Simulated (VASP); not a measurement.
Here is the system:

```yaml
crystal:
  lattice:
    - [7.24888, 0.00000, 0.00000]
    - [0.00000, 7.24888, 0.00000]
    - [0.00000, 0.00000, 7.24888]
  atoms:
    - { symbol: B, position: [0.49750, 0.99912, 0.99942] }
    - { symbol: B, position: [0.75167, 0.24793, 0.00042] }
    - { symbol: B, position: [0.75171, 0.00004, 0.24810] }
    - { symbol: B, position: [0.99815, 0.00152, 0.00173] }
    - { symbol: B, position: [0.24871, 0.24801, 0.99941] }
    - { symbol: B, position: [0.49740, 0.50224, 0.00046] }
    - { symbol: B, position: [0.75164, 0.75091, 0.99939] }
    - { symbol: B, position: [0.24869, 0.99912, 0.24830] }
    - { symbol: B, position: [0.47889, 0.22954, 0.22985] }
    - { symbol: B, position: [0.77003, 0.52067, 0.22989] }
    - { symbol: B, position: [0.49740, 0.00002, 0.50255] }
    - { symbol: B, position: [0.77032, 0.22918, 0.52094] }
    - { symbol: B, position: [0.75177, 0.99901, 0.75128] }
    - { symbol: B, position: [0.00038, 0.50206, 0.99943] }
    - { symbol: B, position: [0.25099, 0.74868, 0.00176] }
    - { symbol: B, position: [0.99946, 0.24787, 0.24815] }
    - { symbol: B, position: [0.24951, 0.50223, 0.24822] }
    - { symbol: B, position: [0.49741, 0.75001, 0.24821] }
    - { symbol: B, position: [0.00050, 0.99898, 0.50236] }
    - { symbol: B, position: [0.24958, 0.24775, 0.50259] }
    - { symbol: B, position: [0.47899, 0.52034, 0.52090] }
    - { symbol: B, position: [0.75177, 0.74987, 0.50250] }
    - { symbol: B, position: [0.25108, 0.00137, 0.74891] }
    - { symbol: B, position: [0.49744, 0.24775, 0.75037] }
    - { symbol: B, position: [0.75180, 0.50210, 0.75027] }
    - { symbol: B, position: [0.00041, 0.75095, 0.24822] }
    - { symbol: B, position: [0.99955, 0.50214, 0.50248] }
    - { symbol: B, position: [0.24880, 0.75080, 0.50238] }
    - { symbol: B, position: [0.00048, 0.24784, 0.75129] }
    - { symbol: B, position: [0.24872, 0.50201, 0.75139] }
    - { symbol: B, position: [0.49752, 0.75082, 0.75128] }
    - { symbol: B, position: [0.99822, 0.74853, 0.74891] }
    - { symbol: N, position: [0.62408, 0.12085, 0.12112] }
    - { symbol: N, position: [0.87869, 0.37553, 0.12117] }
    - { symbol: N, position: [0.87885, 0.12063, 0.37565] }
    - { symbol: N, position: [0.12410, 0.12455, 0.12478] }
    - { symbol: N, position: [0.37030, 0.37471, 0.12121] }
    - { symbol: N, position: [0.62495, 0.62930, 0.12120] }
    - { symbol: N, position: [0.87506, 0.87553, 0.12471] }
    - { symbol: N, position: [0.37033, 0.12078, 0.37503] }
    - { symbol: N, position: [0.87878, 0.62926, 0.37496] }
    - { symbol: N, position: [0.62504, 0.12066, 0.62960] }
    - { symbol: N, position: [0.87887, 0.37448, 0.62954] }
    - { symbol: N, position: [0.87507, 0.12450, 0.87588] }
    - { symbol: N, position: [0.12499, 0.62561, 0.12479] }
    - { symbol: N, position: [0.37406, 0.87454, 0.12485] }
    - { symbol: N, position: [0.12453, 0.37499, 0.37538] }
    - { symbol: N, position: [0.37042, 0.62912, 0.37572] }
    - { symbol: N, position: [0.62458, 0.87498, 0.37535] }
    - { symbol: N, position: [0.12508, 0.12433, 0.62592] }
    - { symbol: N, position: [0.37035, 0.37528, 0.62965] }
    - { symbol: N, position: [0.62418, 0.62908, 0.62954] }
    - { symbol: N, position: [0.87516, 0.87438, 0.62587] }
    - { symbol: N, position: [0.37408, 0.12444, 0.87486] }
    - { symbol: N, position: [0.62457, 0.37503, 0.87537] }
    - { symbol: N, position: [0.87510, 0.62550, 0.87481] }
    - { symbol: N, position: [0.12465, 0.87493, 0.37531] }
    - { symbol: N, position: [0.12417, 0.62546, 0.62589] }
    - { symbol: N, position: [0.37410, 0.87541, 0.62588] }
    - { symbol: N, position: [0.12455, 0.37497, 0.87538] }
    - { symbol: N, position: [0.37406, 0.62557, 0.87594] }
    - { symbol: N, position: [0.62459, 0.87497, 0.87534] }
    - { symbol: N, position: [0.12460, 0.87504, 0.87531] }
    - { symbol: S, position: [0.62466, 0.37487, 0.37539] }
```
Cell charge -1.

Method: HSE06 screened hybrid, VASP's PBE PAW potentials (set 64) (plane waves; VASP 6.6.1). Settings: PREC = Normal, LREAL = Auto, ISYM = 0, NELECT = 258.0, EDIFF = 1E-5, 400 eV cut-off, 1×1×1 Γ-centred mesh, Gaussian smearing of 0.050 eV, potentials B N S.

The cell is charged, with a uniform compensating background. The supercell is sampled at Γ alone, which is coarse: total energies, pressure and levels can be off, energies of defects by several tenths of an eV.

Q: Estimate the energy per atom (σ→0).

A: 
```yaml
energy per atom (σ→0): -9.778 eV/atom
```

The cell is a supercell with a defect, built from BN (zinc blende): S_N, charge -1. The cell's shape comes from a PBE relaxation. The run is not spin-polarised, so no state with unpaired spins was tried.
